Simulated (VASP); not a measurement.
HfB, 2 atoms in the cell. Symmetry: Fm-3m, No. 225, cubic system. The conventional cell has a = 4.620 Å, b = 4.620 Å, c = 4.620 Å, α = 90.00°, β = 90.00°, γ = 90.00°. Hf (site symmetry m-3m) has 6 B at 2.31 Å as nearest neighbours. B (site symmetry m-3m) has 6 Hf at 2.31 Å as nearest neighbours. 

* Program: VASP 6.6.1
* Task: density of states
* Functional: PBE
* Potentials or basis: VASP PAW PBE potentials, release 64 (Hf_pv, B)
* Cutoff: 520 eV
* k mesh: 15 × 15 × 15
* Occupations: fermi-dirac, width 0.05 eV
* Spin: no spin polarisation
* Dipole correction: no
* k mesh for the DOS: 23 × 23 × 23
* Occupations for the DOS: tetrahedron
* Further INCAR settings: ALGO = Fast; EDIFF = 1e-06

Potentials or basis: VASP PAW PBE potentials, release 64 (Hf_pv, B).

Run with:

```console
$ cat potpaw_PBE.64/Hf_pv/POTCAR potpaw_PBE.64/B/POTCAR > POTCAR
$ cp INCAR.step1 INCAR
$ cp KPOINTS.step1 KPOINTS
$ mpirun -np 1 vasp_std > vasp.out
$ cp INCAR.step2 INCAR
$ cp KPOINTS.step2 KPOINTS
$ mpirun -np 1 vasp_std > vasp.out
```

Hardware: 1 thread of Intel(R) Xeon(R) 6975P-C (Granite Rapids), with other jobs on the host.

Problem. How long does it take, and how much memory?

Solution. Wall time 22 s on 1 thread of Intel(R) Xeon(R) 6975P-C (Granite Rapids) (shared host), peak memory 0.22 GiB. Counts: scf iterations 6, k points 364.
